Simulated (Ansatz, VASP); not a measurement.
# KTaO3 in two plane-wave programs, part 2 of 3

One calculation is typed for both programs; each brings its own data sets. How far apart do they land? The cell is taken from a series of runs on this material, whose earlier steps may have relaxed, scaled, displaced or heated it; both programs get it as it stands.

VASP 6.6.1 and Ansatz 0.2.0.

So far: Set-up; VASP: zone-centre phonons, LDA.

### Step 2. VASP: zone-centre phonons, LDA (continued)

Level of this step: LDA; plane waves and PAW (O, K_sv, Ta_pv) (VASP).

From OUTCAR (step 2):

```text
ion  position               nearest neighbor table
   1  0.500  0.000  0.000-   5 1.97   5 1.97   4 2.78   4 2.78   4 2.78   4 2.78
   2  0.000  0.500  0.000-   5 1.97   5 1.97   4 2.78   4 2.78   4 2.78   4 2.78
   3  0.000  0.000  0.500-   5 1.97   5 1.97   4 2.78   4 2.78   4 2.78   4 2.78
   4  0.500  0.500  0.500-   1 2.78   2 2.78   3 2.78   1 2.78   2 2.78   1 2.78   3 2.78   1 2.78
                             2 2.78   3 2.78   2 2.78   3 2.78   5 3.41   5 3.41   5 3.41   5 3.41
   5  0.000  0.000  0.000-   1 1.97   2 1.97   3 1.97   3 1.97   2 1.97   1 1.97   4 3.41   4 3.41
                             4 3.41   4 3.41   4 3.41   4 3.41   4 3.41   4 3.41

  LATTYP: Found a simple cubic cell.
 ALAT       =     3.9381410680

 Subroutine GETGRP returns: Found 48 space group operations
 (whereof 48 operations were pure point group operations)

The static configuration has the point symmetry O_h .

 Found     35 irreducible k-points:

   k-points           NKPTS =     35   k-points in BZ     NKDIM =     35   number of bands    NBANDS=     25

   dimension x,y,z NGX =    32 NGY =   32 NGZ =   32
   dimension x,y,z NGXF=    64 NGYF=   64 NGZF=   64

   ENCUT  =  600.0 eV  44.10 Ry    6.64 a.u.   7.87  7.87  7.87*2*pi/ulx,y,z

   NELECT =      38.0000    total number of electrons

 k-points in reciprocal lattice and weights: Automatic mesh
   0.00000000  0.00000000  0.00000000       0.002
   0.12500000  0.00000000  0.00000000       0.012
   0.25000000  0.00000000  0.00000000       0.012
   0.37500000  0.00000000  0.00000000       0.012
   0.50000000  0.00000000  0.00000000       0.006
   0.12500000  0.12500000  0.00000000       0.023
   0.25000000  0.12500000  0.00000000       0.047
   0.37500000  0.12500000  0.00000000       0.047
   0.50000000  0.12500000  0.00000000       0.023
[...]
0.50000000  0.50000000  0.37500000       0.012
   0.50000000  0.50000000  0.50000000       0.002

 average (electrostatic) potential at core
       1 -72.7508       2 -72.7508       3 -72.7508       4 -31.8768       5 -40.7580

  Total        1.3550048      1.3550048      1.3550048     -0.0000000      0.0000000      0.0000000
[...]
2    -0.00000     1.15507    -0.00000
    3    -0.00000    -0.00000     1.15507
 ion    5
    1     8.77546    -0.00000    -0.00000
    2    -0.00000     8.77546     0.00000
    3     0.00000    -0.00000     8.77546

 Eigenvectors and eigenvalues of the dynamical matrix
 ----------------------------------------------------

   1 f  =   17.452655 THz   109.658263 2PiTHz  582.157893 cm-1    72.178347 meV
             X         Y         Z           dx          dy          dz
      1.969071  0.000000  0.000000    -0.002354   -0.004052    0.325023
      0.000000  1.969071  0.000000     0.000864    0.011040    0.325023
      0.000000  0.000000  1.969071     0.000864   -0.004052   -0.885545
      1.969071  1.969071  1.969071     0.000028   -0.000131    0.010472
      0.000000  0.000000  0.000000     0.000173   -0.000813    0.065251

   2 f  =   17.452655 THz   109.658263 2PiTHz  582.157893 cm-1    72.178347 meV
             X         Y         Z           dx          dy          dz
      1.969071  0.000000  0.000000     0.185238    0.317832    0.004143
      0.000000  1.969071  0.000000    -0.067988   -0.865955    0.004143
      0.000000  0.000000  1.969071    -0.067988    0.317832   -0.011288
      1.969071  1.969071  1.969071    -0.002191    0.010241    0.000133
      0.000000  0.000000  0.000000    -0.013649    0.063808    0.000832

   3 f  =   17.452655 THz   109.658263 2PiTHz  582.157893 cm-1    72.178347 meV
             X         Y         Z           dx          dy          dz
      1.969071  0.000000  0.000000    -0.866025    0.067994    0.000003
      0.000000  1.969071  0.000000     0.317858   -0.185253    0.000003
      0.000000  0.000000  1.969071     0.317858    0.067994   -0.000007
      1.969071  1.969071  1.969071     0.010241    0.002191    0.000000
      0.000000  0.000000  0.000000     0.063813    0.013650    0.000001

   4 f  =    7.220833 THz    45.369835 2PiTHz  240.861079 cm-1    29.862954 meV
             X         Y         Z           dx          dy          dz
      1.969071  0.000000  0.000000    -0.000000   -0.545408   -0.030497
      0.000000  1.969071  0.000000     0.448999    0.000000    0.030497
      0.000000  0.000000  1.969071    -0.448999    0.545408    0.000000
      1.969071  1.969071  1.969071     0.000000    0.000000   -0.000000
      0.000000  0.000000  0.000000     0.000000    0.000000   -0.000000

   5 f  =    7.220833 THz    45.369835 2PiTHz  240.861079 cm-1    29.862954 meV
             X         Y         Z           dx          dy          dz
      1.969071  0.000000  0.000000     0.000000   -0.449640    0.007434
      0.000000  1.969071  0.000000    -0.545682   -0.000000   -0.007434
      0.000000  0.000000  1.969071     0.545682    0.449640   -0.000000
      1.969071  1.969071  1.969071    -0.000000    0.000000    0.000000
      0.000000  0.000000  0.000000     0.000000   -0.000000    0.000000

   6 f  =    7.220833 THz    45.369835 2PiTHz  240.861079 cm-1    29.862954 meV
             X         Y         Z           dx          dy          dz
      1.969071  0.000000  0.000000     0.000000   -0.018815    0.706410
      0.000000  1.969071  0.000000     0.025126   -0.000000   -0.706410
      0.000000  0.000000  1.969071    -0.025126    0.018815    0.000000
      1.969071  1.969071  1.969071    -0.000000    0.000000   -0.000000
      0.000000  0.000000  0.000000    -0.000000   -0.000000    0.000000

   7 f  =    5.696779 THz    35.793916 2PiTHz  190.024084 cm-1    23.559973 meV
             X         Y         Z           dx          dy          dz
      1.969071  0.000000  0.000000     0.010570    0.017724   -0.261717
      0.000000  1.969071  0.000000     0.014111    0.013276   -0.261717
      0.000000  0.000000  1.969071     0.014111    0.017724   -0.196042
      1.969071  1.969071  1.969071    -0.047592   -0.059777    0.882687
      0.000000  0.000000  0.000000     0.010511    0.013202   -0.194941

   8 f  =    5.696779 THz    35.793916 2PiTHz  190.024084 cm-1    23.559973 meV
             X         Y         Z           dx          dy          dz
      1.969071  0.000000  0.000000    -0.148170    0.172860    0.001041
      0.000000  1.969071  0.000000    -0.197807    0.129483    0.001041
      0.000000  0.000000  1.969071    -0.197807    0.172860    0.000780
      1.969071  1.969071  1.969071     0.667139   -0.582999   -0.003511
      0.000000  0.000000  0.000000    -0.147337    0.128755    0.000775

   9 f  =    5.696779 THz    35.793916 2PiTHz  190.024084 cm-1    23.559973 meV
             X         Y         Z           dx          dy          dz
      1.969071  0.000000  0.000000     0.129053    0.197014    0.022631
      0.000000  1.969071  0.000000     0.172286    0.147576    0.022631
      0.000000  0.000000  1.969071     0.172286    0.197014    0.016952
      1.969071  1.969071  1.969071    -0.581064   -0.664464   -0.076328
      0.000000  0.000000  0.000000     0.128328    0.146747    0.016857

  10 f  =    3.720138 THz    23.374314 2PiTHz  124.090434 cm-1    15.385246 meV
             X         Y         Z           dx          dy          dz
      1.969071  0.000000  0.000000     0.338996   -0.062871   -0.002731
      0.000000  1.969071  0.000000     0.510732   -0.041730   -0.002731
      0.000000  0.000000  1.969071     0.510732   -0.062871   -0.001813
      1.969071  1.969071  1.969071     0.261255   -0.032160   -0.001397
      0.000000  0.000000  0.000000    -0.529318    0.065159    0.002830

  11 f  =    3.720138 THz    23.374314 2PiTHz  124.090434 cm-1    15.385246 meV
             X         Y         Z           dx          dy          dz
      1.969071  0.000000  0.000000     0.005755    0.048180    0.512261
      0.000000  1.969071  0.000000     0.008670    0.031979    0.512261
      0.000000  0.000000  1.969071     0.008670    0.048180    0.340011
      1.969071  1.969071  1.969071     0.004435    0.024645    0.262037
      0.000000  0.000000  0.000000    -0.008986   -0.049933   -0.530902

  12 f  =    3.720138 THz    23.374314 2PiTHz  124.090434 cm-1    15.385246 meV
             X         Y         Z           dx          dy          dz
      1.969071  0.000000  0.000000     0.041371    0.508462   -0.048877
      0.000000  1.969071  0.000000     0.062330    0.337489   -0.048877
      0.000000  0.000000  1.969071     0.062330    0.508462   -0.032442
      1.969071  1.969071  1.969071     0.031884    0.260094   -0.025002
      0.000000  0.000000  0.000000    -0.064598   -0.526965    0.050656

  13 f/i=    0.012303 THz     0.077305 2PiTHz    0.410400 cm-1     0.050883 meV
             X         Y         Z           dx          dy          dz
      1.969071  0.000000  0.000000     0.000485   -0.012314    0.245712
      0.000000  1.969071  0.000000     0.000486   -0.012291    0.245712
      0.000000  0.000000  1.969071     0.000486   -0.012314    0.245249
      1.969071  1.969071  1.969071     0.000754   -0.019101    0.381130
      0.000000  0.000000  0.000000     0.001621   -0.041063    0.819350

  14 f/i=    0.012303 THz     0.077305 2PiTHz    0.410400 cm-1     0.050883 meV
             X         Y         Z           dx          dy          dz
      1.969071  0.000000  0.000000     0.071344    0.235120    0.011642
      0.000000  1.969071  0.000000     0.071479    0.234677    0.011642
      0.000000  0.000000  1.969071     0.071479    0.235120    0.011620
      1.969071  1.969071  1.969071     0.110872    0.364701    0.018058
      0.000000  0.000000  0.000000     0.238353    0.784031    0.038821

  15 f/i=    0.012303 THz     0.077305 2PiTHz    0.410400 cm-1     0.050883 meV
             X         Y         Z           dx          dy          dz
      1.969071  0.000000  0.000000    -0.234964    0.071366    0.004042
      0.000000  1.969071  0.000000    -0.235408    0.071232    0.004042
      0.000000  0.000000  1.969071    -0.235408    0.071366    0.004035
      1.969071  1.969071  1.969071    -0.365147    0.110698    0.006270
      0.000000  0.000000  0.000000    -0.784990    0.237977    0.013480

 MACROSCOPIC STATIC DIELECTRIC TENSOR IONIC CONTRIBUTION
 ------------------------------------------------------
          98.011226    -0.000000    -0.000000
          -0.000000    98.011226     0.000000
          -0.000000     0.000000    98.011226
 ------------------------------------------------------

 ELASTIC MODULI CONTR FROM IONIC RELAXATION (kBar)
 Direction    XX          YY          ZZ          XY          YZ          ZX
 --------------------------------------------------------------------------------
 XX           0.0000      0.0000      0.0000      0.0000      0.0000      0.0000
 YY           0.0000      0.0000      0.0000      0.0000      0.0000      0.0000
 ZZ           0.0000      0.0000      0.0000      0.0000      0.0000      0.0000
 XY           0.0000      0.0000      0.0000      0.0000      0.0000      0.0000
 YZ           0.0000      0.0000      0.0000      0.0000      0.0000      0.0000
 ZX           0.0000      0.0000      0.0000      0.0000      0.0000      0.0000
 --------------------------------------------------------------------------------

 PIEZOELECTRIC TENSOR IONIC CONTR  for field in x, y, z        (C/m^2)
          XX          YY          ZZ          XY          YZ          ZX
  --------------------------------------------------------------------------------
  x     0.00000     0.00000     0.00000     0.00000     0.00000     0.00000
  y     0.00000     0.00000     0.00000     0.00000     0.00000     0.00000
  z     0.00000     0.00000     0.00000     0.00000     0.00000     0.00000
```

(Continued in part 3 of 3.)

[Lines on the potential files, build, host, timing and source positions are cut from VASP's logs without a mark.]

[Logs are printed without paths, hosts, clocks, repeated set-up lines and the standing remarks that a program may print on its own settings, such as how far it seeks lower states.]

[Hosts, paths, dates, database ids (printed as entryN), source tags and the programs' standing remarks are cut or masked in the printed files.]
